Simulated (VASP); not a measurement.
Level of theory: vdW-DF-cx, VASP's PBE PAW potentials (set 64) (plane waves; VASP 6.6.1).

VASP ran on this input.

File POSCAR:
```
AlN
1
    0.0000000000     2.1486665190     2.1486665190
    2.1486665190     0.0000000000     2.1486665190
    2.1486665190     2.1486665190     0.0000000000
Al N
1 1
Direct
  0.0000000000   0.0000000000   0.0000000000
  0.2500000000   0.2500000000   0.2500000000
```

KPOINTS:
```
Automatic mesh
0
Gamma
10 10 10
0 0 0
```

**INCAR**
```
# general
SYSTEM   = AlN
PREC     = Accurate
ENCUT    = 520
LREAL    = .FALSE.
LASPH    = .TRUE.

# electronic loop
EDIFF    = 1E-7
NELM     = 100
ALGO     = Normal

# smearing
ISMEAR   = 0
SIGMA    = 0.05

# functional
GGA      = CX
LUSE_VDW = .TRUE.
AGGAC    = 0.0

# ions
ISIF     = 2

# output
LWAVE    = .FALSE.
LCHARG   = .FALSE.
```

POTCAR, in this order: Al N (PBE.64 set). Program: vasp_std.

Question: What does the run give for the energy per atom (σ→0), pressure, band gap (on the k-mesh)?

Answer: 
```yaml
energy per atom (σ→0): -6.268 eV/atom
band gap (on the k-mesh): 3.30 eV
pressure: 13.94 GPa
```

**OSZICAR**
```
...
DAV:   7    -0.125461414013E+02    0.21364E-01   -0.13149E-01   856   0.350E+00    0.212E+00
DAV:   8    -0.125367285377E+02    0.94129E-02   -0.20706E-02   800   0.195E+00    0.407E-01
DAV:   9    -0.125364446805E+02    0.28386E-03   -0.72882E-04  1080   0.226E-01    0.207E-01
DAV:  10    -0.125365218995E+02   -0.77219E-04   -0.14542E-04   768   0.108E-01    0.847E-03
DAV:  11    -0.125365249452E+02   -0.30457E-05   -0.26726E-06   968   0.169E-02    0.819E-03
DAV:  12    -0.125365252374E+02   -0.29226E-06   -0.37380E-07   880   0.636E-03    0.120E-03
DAV:  13    -0.125365251995E+02    0.37928E-07   -0.45449E-09   416   0.867E-04
   1 F= -.12536525E+02 E0= -.12536525E+02  d E =-.365807E-12
```

The compound is AlN in the zinc blende structure, a metastable form; wurtzite is the usual one. This cell is one point of a volume scan, at 0.94 of the reference volume.
